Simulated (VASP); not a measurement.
Input:

```yaml
crystal:
  lattice:
    - [3.60244, 0.00000, 0.00000]
    - [0.00000, 3.60244, 0.00000]
    - [0.00000, 0.00000, 5.22256]
  atoms:
    - { symbol: Zr, position: [0.00000, 0.00000, 0.00000] }
    - { symbol: Zr, position: [0.50000, 0.50000, 0.50000] }
    - { symbol: O, position: [0.00000, 0.50000, 0.30201] }
    - { symbol: O, position: [0.00000, 0.50000, 0.80201] }
    - { symbol: O, position: [0.50000, 0.00000, 0.19799] }
    - { symbol: O, position: [0.50000, 0.00000, 0.69799] }
```

Method: r2SCAN meta-GGA, VASP's PBE PAW potentials (set 64) (plane waves; VASP 6.6.1). Numerical set-up: 520 eV cut-off, 7×7×5 Γ-centred mesh, tetrahedra with Blöchl corrections, potentials Zr_sv O.

The path is coarsely sampled, so an indirect gap can come out somewhat too large.

Q: Estimate the energy per atom (σ→0), band gap (over mesh and band path) with the smallest direct gap where there is one.

A: 
* **band gap (over mesh and band path)**: 4.58 eV
* **smallest direct gap (over mesh and band path)**: 4.68 eV
* **energy per atom (σ→0)**: -15.314 eV/atom

Total energies compare only between runs with the same potentials, cut-off and functional.

The structure comes from a computed database's ZrO2 entry (P4_2/nmc); how it stands against other phases isn't given here. It was relaxed first.
